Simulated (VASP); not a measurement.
Output of a VASP run:

**OSZICAR**
```
       N       E                     dE             d eps       ncg     rms          rms(c)
DAV:   1     0.114429667079E+03    0.11443E+03   -0.86017E+03   910   0.147E+03
DAV:   2     0.391801051098E+00   -0.11404E+03   -0.11100E+03   940   0.325E+02
DAV:   3    -0.774419499757E+01   -0.81360E+01   -0.80618E+01  1155   0.903E+01
DAV:   4    -0.796443583585E+01   -0.22024E+00   -0.22003E+00  1058   0.167E+01
DAV:   5    -0.797437856544E+01   -0.99427E-02   -0.99423E-02  1309   0.308E+00    0.422E+00
DAV:   6    -0.773140761360E+01    0.24297E+00   -0.44542E-01  1338   0.121E+01    0.237E+00
DAV:   7    -0.771071911818E+01    0.20688E-01   -0.13330E-01  1268   0.342E+00    0.699E-01
DAV:   8    -0.771177456487E+01   -0.10554E-02   -0.12695E-02  1088   0.162E+00    0.188E-01
DAV:   9    -0.771244849687E+01   -0.67393E-03   -0.12768E-03  1110   0.449E-01    0.114E-01
DAV:  10    -0.771256559256E+01   -0.11710E-03   -0.17300E-04  1230   0.170E-01    0.761E-02
DAV:  11    -0.771260835342E+01   -0.42761E-04   -0.15556E-04   980   0.136E-01    0.631E-02
DAV:  12    -0.771261087963E+01   -0.25262E-05   -0.11982E-05   945   0.281E-02    0.159E-02
DAV:  13    -0.771261114879E+01   -0.26916E-06   -0.21171E-06  1101   0.944E-03
   1 F= -.81384255E+01 E0= -.81385241E+01  d E =-.813843E+01
```

OUTCAR:
```
------------------------ aborting loop because EDIFF is reached ----------------------------------------
 Edisp (eV)   -0.42581
  FORCE on cell =-STRESS in cart. coord.  units (eV):
  Direction    XX          YY          ZZ          XY          YZ          ZX
  --------------------------------------------------------------------------------------
  Total      -0.00693    -0.00693    -0.00693     0.00000     0.00000     0.00000
  in kB      -0.19189    -0.19189    -0.19189     0.00000     0.00000     0.00000
  external pressure =       -0.19 kB  Pullay stress =        0.00 kB
  volume of cell :       57.85
      direct lattice vectors                 reciprocal lattice vectors
     0.000000000  3.069647001  3.069647001    -0.162885179  0.162885179  0.162885179
     3.069647001  0.000000000  3.069647001     0.162885179 -0.162885179  0.162885179
     3.069647001  3.069647001  0.000000000     0.162885179  0.162885179 -0.162885179
  FREE ENERGIE OF THE ION-ELECTRON SYSTEM (eV)
  ---------------------------------------------------
  free  energy   TOTEN  =        -8.1384255197 eV

  energy  without entropy=       -8.1387211415  energy(sigma->0) =       -8.13852406

 reached required accuracy - stopping structural energy minimisation
```
(Selected blocks of OUTCAR.)

### POSCAR
```
InAs
1
    0.0000000000     3.0696470008     3.0696470008
    3.0696470008     0.0000000000     3.0696470008
    3.0696470008     3.0696470008     0.0000000000
In As
1 1
Direct
  0.0000000000   0.0000000000   0.0000000000
  0.2500000000   0.2500000000   0.2500000000
```

Q: Reconstruct the remaining input files.

A: Several could match; the one computed here: the input of the run itself, PBE GGA with D3 dispersion (zero damping), plane waves, VASP's PBE PAW potentials (set 64).

### INCAR
```
SYSTEM  =  InAs
PREC  =  Accurate; ENCUT  =  520; LREAL  =  .False.
LASPH  =  .True.
EDIFF  =  1E-6; NELM  =  100; ALGO  =  Normal
LMAXMIX  =  4
ISMEAR  =  1; SIGMA  =  0.1
GGA  =  PE; IVDW  =  11
IBRION  =  2; NSW  =  60; ISIF  =  3
EDIFFG  =  -0.01
LWAVE  =  .False.; LCHARG  =  .False.
```

KPOINTS:
```
Automatic mesh
0
Gamma
9 9 9
0 0 0
```

POTCAR, in this order: In_d As (PBE.64 set). Program: vasp_std.

The compound is InAs in the zinc blende structure. It was relaxed first. The start is the result of an earlier pass.
